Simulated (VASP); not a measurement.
Output of a VASP run:

OSZICAR:
```
       N       E                     dE             d eps       ncg     rms          rms(c)
DAV:   1     0.457294826030E+03    0.45729E+03   -0.21695E+04   480   0.179E+03
DAV:   2    -0.316894153053E+01   -0.46046E+03   -0.45451E+03   616   0.488E+02
DAV:   3    -0.491222028137E+02   -0.45953E+02   -0.45900E+02   704   0.146E+02
DAV:   4    -0.510326306455E+02   -0.19104E+01   -0.19090E+01   696   0.278E+01
DAV:   5    -0.511006492365E+02   -0.68019E-01   -0.68018E-01   616   0.353E+00    0.229E+01
DAV:   6    -0.401729970384E+02    0.10928E+02   -0.76008E+01   776   0.756E+01    0.101E+01
DAV:   7    -0.401688278873E+02    0.41692E-02   -0.12323E+01   640   0.252E+01    0.628E+00
DAV:   8    -0.399695924987E+02    0.19924E+00   -0.97471E-01   632   0.939E+00    0.281E+00
DAV:   9    -0.399968552374E+02   -0.27263E-01   -0.27872E-01   640   0.410E+00    0.123E+00
DAV:  10    -0.399841839703E+02    0.12671E-01   -0.84865E-02   616   0.307E+00    0.432E-01
DAV:  11    -0.399829321659E+02    0.12518E-02   -0.77085E-03   688   0.698E-01    0.615E-02
DAV:  12    -0.399829828118E+02   -0.50646E-04   -0.60748E-04   600   0.182E-01    0.577E-02
DAV:  13    -0.399829343665E+02    0.48445E-04   -0.33284E-04   616   0.168E-01    0.161E-02
DAV:  14    -0.399829357577E+02   -0.13911E-05   -0.27054E-05   600   0.510E-02    0.762E-03
DAV:  15    -0.399829352361E+02    0.52158E-06   -0.10912E-05   616   0.293E-02    0.345E-03
DAV:  16    -0.399829349276E+02    0.30846E-06   -0.93579E-07   304   0.926E-03
   1 F= -.39982935E+02 E0= -.39982935E+02  d E =-.399829E+02
```

OUTCAR:
```
------------------------ aborting loop because EDIFF is reached ----------------------------------------
  FORCE on cell =-STRESS in cart. coord.  units (eV):
  Direction    XX          YY          ZZ          XY          YZ          ZX
  --------------------------------------------------------------------------------------
  Total       -0.0299637     -0.0299637     -0.0299637     -0.0000000      0.0000000      0.0000000
  in kB       -0.7314393     -0.7314393     -0.7314393     -0.0000000      0.0000000      0.0000000
  external PRESSURE =      -0.7314393 kB  Pullay stress =       0.0000000 kB
  volume of cell :       65.63
      direct lattice vectors                 reciprocal lattice vectors
     4.033753652  0.000000000  0.000000000     0.247908050  0.000000000  0.000000000
     0.000000000  4.033753652  0.000000000     0.000000000  0.247908050  0.000000000
     0.000000000  0.000000000  4.033753652     0.000000000  0.000000000  0.247908050
 POSITION                                       TOTAL-FORCE (eV/Angst)
 -----------------------------------------------------------------------------------
      0.00000      0.00000      0.00000         0.000000      0.000000      0.000000
      2.01688      2.01688      2.01688         0.000000      0.000000      0.000000
      2.01688      0.00000      2.01688         0.000000      0.000000      0.000000
      0.00000      2.01688      2.01688         0.000000      0.000000      0.000000
      2.01688      2.01688      0.00000         0.000000      0.000000      0.000000
 -----------------------------------------------------------------------------------
    total drift:                                0.000000      0.000000     -0.000000
  FREE ENERGIE OF THE ION-ELECTRON SYSTEM (eV)
  ---------------------------------------------------
  free  energy   TOTEN  =       -39.9829349276 eV

  energy  without entropy=      -39.9829349276  energy(sigma->0) =      -39.98293493

 reached required accuracy - stopping structural energy minimisation
```
(Selected blocks of OUTCAR.)

File POSCAR:
```
BaTiO3
1
    4.0337536518    -0.0000000000     0.0000000000
   -0.0000000000     4.0337536518    -0.0000000000
    0.0000000000    -0.0000000000     4.0337536518
Ba Ti O
1 1 3
Direct
  0.0000000000   0.0000000000   0.0000000000
  0.5000000000   0.5000000000   0.5000000000
  0.5000000000   0.0000000000   0.5000000000
  0.0000000000   0.5000000000   0.5000000000
  0.5000000000   0.5000000000   0.0000000000
```

Task: Reconstruct the remaining input files.

Result: This is not unique; one that fits is the input of the run itself, PBE GGA, plane waves, VASP's PBE PAW potentials (set 64).

### INCAR
```
ALGO = Normal
EDIFF = 1E-6
EDIFFG = -0.02
ENCUT = 520
GGA = PE
IBRION = 2
ISIF = 3
ISMEAR = 0
LASPH = .TRUE.
LCHARG = .FALSE.
LMAXMIX = 4
LREAL = .FALSE.
LWAVE = .FALSE.
NELM = 100
NSW = 60
PREC = Accurate
SIGMA = 0.05
SYSTEM = BaTiO3
```

**KPOINTS**
```
Automatic
0
gamma
 5 5 5
```

POTCAR, in this order: Ba_sv Ti_sv O (PBE.64 set). Program: vasp_std.

The compound is BaTiO3 in the cubic perovskite structure, the ideal cubic form; the compound distorts at low or room temperature. It was relaxed first. The start is the result of an earlier pass.
